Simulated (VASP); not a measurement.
A run of VASP 6.6.1:

Contents of INCAR:

```
SYSTEM = V3O
ALGO = Normal ; EDIFF = 1E-7
ENCUT = 520 ; GGA = PE
ISIF = 2 ; ISMEAR = 0
ISPIN = 2 ; LASPH = .True.
LCHARG = .False. ; LMAXMIX = 4
LORBIT = 11 ; LREAL = .False.
LWAVE = .False. ; MAGMOM = 2 2 2 0
NBANDS = 34 ; NELM = 150
PREC = Accurate ; SIGMA = 0.1
```

The input KPOINTS:

```
k-points
0
Gamma
  6 6 6
  0 0 0
```

Contents of POSCAR:

```
V3O
1.0
    3.6924887100      0.0000000000      0.0000000000
    0.0000000000      3.6924887100      0.0000000000
    0.0000000000      0.0000000000      3.6924887100
V O
3 1
Direct
    0.5000000000      0.0000000000      0.5000000000
    0.0000000000      0.5000000000      0.5000000000
    0.5000000000      0.5000000000      0.0000000000
    0.0000000000      0.0000000000      0.0000000000
```

Potentials or basis: VASP PAW PBE potentials, release 64 (V_sv, O).

The run is started by

```console
$ cat potpaw_PBE.64/V_sv/POTCAR potpaw_PBE.64/O/POTCAR > POTCAR
$ mpirun -np 1 vasp_std > vasp.out
```

Hardware: 1 thread of Intel(R) Xeon(R) Platinum 8488C (Sapphire Rapids), with other jobs on the host.

Problem. Estimate the wall time of this run.

Solution. Wall time 75 s on 1 thread of Intel(R) Xeon(R) Platinum 8488C (Sapphire Rapids) (shared host), peak memory 0.19 GiB. Counts: scf iterations 15, k points 20.
